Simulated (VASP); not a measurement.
Calculation: r2SCAN meta-GGA, VASP's PBE PAW potentials (set 64) (plane waves; VASP).

VASP input:

**POSCAR**
```
Rh
1
   -0.0000000000     1.9023961416     1.9023961416
    1.9023961416    -0.0000000000     1.9023961416
    1.9023961416     1.9023961416     0.0000000000
Rh
1
Direct
  0.0000000000   0.0000000000   0.0000000000
```

**INCAR**
```
! general
SYSTEM   =  Rh
PREC     =  Accurate
ENCUT    =  520
LREAL    =  .FALSE.
LASPH    =  .TRUE.

! electronic loop
EDIFF    =  1E-7
NELM     =  100
ALGO     =  Normal
LMAXMIX  =  4
LMIXTAU  =  .TRUE.

! smearing
ISMEAR   =  -5

! functional
METAGGA  =  R2SCAN

! ions
ISIF     =  2

! output
LWAVE    =  .FALSE.
LCHARG   =  .FALSE.
LORBIT   =  11
NEDOS    =  601
```

KPOINTS:
```
Automatic mesh
0
Gamma
18 18 18
0 0 0
```

KPOINTS_OPT:
```
k-points along high-symmetry lines
10
Line-mode
Reciprocal
  0.000000   0.000000   0.000000 ! GAMMA
  0.500000   0.000000   0.500000 ! X

  0.500000   0.000000   0.500000 ! X
  0.625000   0.250000   0.625000 ! U

  0.375000   0.375000   0.750000 ! K
  0.000000   0.000000   0.000000 ! GAMMA

  0.000000   0.000000   0.000000 ! GAMMA
  0.500000   0.500000   0.500000 ! L

  0.500000   0.500000   0.500000 ! L
  0.500000   0.250000   0.750000 ! W

  0.500000   0.250000   0.750000 ! W
  0.500000   0.000000   0.500000 ! X
```

POTCAR, in this order: Rh_pv (PBE.64 set). Program: vasp_std.

Task: Estimate the energy per atom (σ→0), band gap (over mesh and band path).

Result: 
```
Quantity                                                              Result
----------------------------------  ----------------------------------------
energy per atom (σ→0)                                        -24.136 eV/atom
band gap (over mesh and band path)  none (metal, semimetal or under 0.01 eV)
```

OSZICAR:
```
...
DAV:  15    -0.241357870669E+02    0.25060E-05   -0.28691E-07  5062   0.629E-03    0.775E-04
DAV:  16    -0.241357881145E+02   -0.10476E-05   -0.22864E-08  3003   0.180E-03    0.534E-04
DAV:  17    -0.241357873037E+02    0.81078E-06   -0.31096E-08  2745   0.180E-03    0.239E-04
DAV:  18    -0.241357876796E+02   -0.37587E-06   -0.14423E-09  2496   0.420E-04    0.719E-05
DAV:  19    -0.241357873563E+02    0.32333E-06   -0.33742E-10  2382   0.241E-04    0.248E-05
DAV:  20    -0.241357874516E+02   -0.95377E-07   -0.79222E-11  2394   0.113E-04
   1 F= -.24135787E+02 E0= -.24135787E+02  d E =0.000000E+00
       N       E                     dE             ncg
```

The compound is Rh in the fcc structure. It was relaxed first.
